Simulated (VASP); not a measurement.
OSZICAR of a VASP run on Y (hcp):

**OSZICAR**
```
       N       E                     dE             d eps       ncg     rms          rms(c)
DAV:   1     0.886143022661E+02    0.88614E+02   -0.11742E+04  3150   0.140E+03
DAV:   2    -0.588672879248E+01   -0.94501E+02   -0.93609E+02  3983   0.288E+02
DAV:   3    -0.130713167416E+02   -0.71846E+01   -0.71476E+01  5918   0.479E+01
DAV:   4    -0.132222565837E+02   -0.15094E+00   -0.15090E+00  3508   0.771E+00
DAV:   5    -0.132264233905E+02   -0.41668E-02   -0.41691E-02  4586   0.972E-01    0.337E+01
DAV:   6    -0.129151804071E+02    0.31124E+00   -0.42113E-01  3150   0.474E+00    0.209E+01
DAV:   7    -0.128695458196E+02    0.45635E-01   -0.83794E-01  4028   0.614E+00    0.186E+00
DAV:   8    -0.128592560797E+02    0.10290E-01   -0.17353E-01  3759   0.273E+00    0.124E+00
DAV:   9    -0.128582415096E+02    0.10146E-02   -0.44264E-03  4316   0.473E-01    0.453E-01
DAV:  10    -0.128584251390E+02   -0.18363E-03   -0.20832E-03  3287   0.479E-01    0.356E-01
DAV:  11    -0.128583525194E+02    0.72620E-04   -0.15829E-04  3947   0.129E-01    0.411E-02
DAV:  12    -0.128583474600E+02    0.50594E-05   -0.30416E-05  3495   0.554E-02    0.221E-02
DAV:  13    -0.128583487263E+02   -0.12663E-05   -0.60754E-06  3451   0.256E-02    0.108E-03
DAV:  14    -0.128583488863E+02   -0.16008E-06   -0.20034E-07  3700   0.311E-03    0.177E-03
DAV:  15    -0.128583488421E+02    0.44217E-07   -0.19916E-08  1995   0.131E-03
   1 F= -.13355148E+02 E0= -.13355148E+02  d E =0.000000E+00
```

Q: Which electronic solver shows in the log?

A: It is blocked Davidson (ALGO = Normal, or the opening steps of other solvers). The INCAR had ALGO = Normal.

Q: Can the final energy be trusted as converged?

A: The calculation finished and met its thresholds. It stopped with EDIFF = 1E-7, NELM = 100 (PBE GGA with D4 dispersion, plane waves, VASP's PBE PAW potentials (set 64)).

The compound is Y in the hcp structure. It was relaxed first.
